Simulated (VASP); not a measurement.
A convergence study with VASP on ZrN (rock salt): one setting is varied, all else stays as given below, so the limit is that of these other settings.

```
CELL_PARAMETERS angstrom
      0.00000     2.29000     2.29000
      2.29000     0.00000     2.29000
      2.29000     2.29000     0.00000
ATOMIC_POSITIONS crystal
  Zr 0.00000 0.00000 0.00000
  N  0.50000 0.50000 0.50000
```

The numbers are results of PBE GGA, VASP's PBE PAW potentials (set 64) (plane waves; VASP), not measurements. The tightest run used: 700 eV cut-off, 19×19×19 Monkhorst-Pack mesh, first-order Methfessel-Paxton smearing of 0.10 eV, potentials Zr_sv N.

**Question.** The settings run are 1×1×1 mesh; 2×2×2 mesh; 3×3×3 mesh; 4×4×4 mesh; 5×5×5 mesh; 6×6×6 mesh; 7×7×7 mesh; 8×8×8 mesh; 9×9×9 mesh; 10×10×10 mesh; 11×11×11 mesh; 12×12×12 mesh; 13×13×13 mesh; 14×14×14 mesh; 15×15×15 mesh; 16×16×16 mesh; 17×17×17 mesh; 18×18×18 mesh; 19×19×19 mesh. From which on does the stress (every component) stay within 0.2 GPa of the tightest run?

**Answer.** From 8×8×8 mesh on: it is off by 0.02 there and by no more than 0.2 in any finer run, while 7×7×7 mesh is off by 0.23.
```tsv
setting	E (eV/atom)	pressure (GPa)	irreducible k-points	difference judged (GPa)
1×1×1 mesh	-1.1923	101.15	1	98.55
2×2×2 mesh	-10.0833	4.35	2	1.75
3×3×3 mesh	-10.0886	4.79	4	2.19
4×4×4 mesh	-10.1548	3.21	10	0.61
5×5×5 mesh	-10.1899	2.54	10	0.06
6×6×6 mesh	-10.1890	2.59	28	0.01
7×7×7 mesh	-10.1786	2.82	20	0.23
8×8×8 mesh	-10.1898	2.58	60	0.02
9×9×9 mesh	-10.1882	2.62	35	0.02
10×10×10 mesh	-10.1872	2.60	110	0.00
11×11×11 mesh	-10.1834	2.69	56	0.09
12×12×12 mesh	-10.1856	2.64	182	0.04
13×13×13 mesh	-10.1866	2.61	84	0.01
14×14×14 mesh	-10.1859	2.64	280	0.04
15×15×15 mesh	-10.1865	2.61	120	0.01
16×16×16 mesh	-10.1869	2.60	408	0.00
17×17×17 mesh	-10.1861	2.62	165	0.02
18×18×18 mesh	-10.1869	2.61	570	0.01
19×19×19 mesh	-10.1875	2.60	220	0.00
```

Left out are rungs that failed or repeat a setting and relaxations that didn't move; long series are thinned to 24 rows.

The compound is ZrN in the rock salt structure. The cell was not relaxed at this level. The electron count is odd and the run is not spin-polarised, which forces a metal.
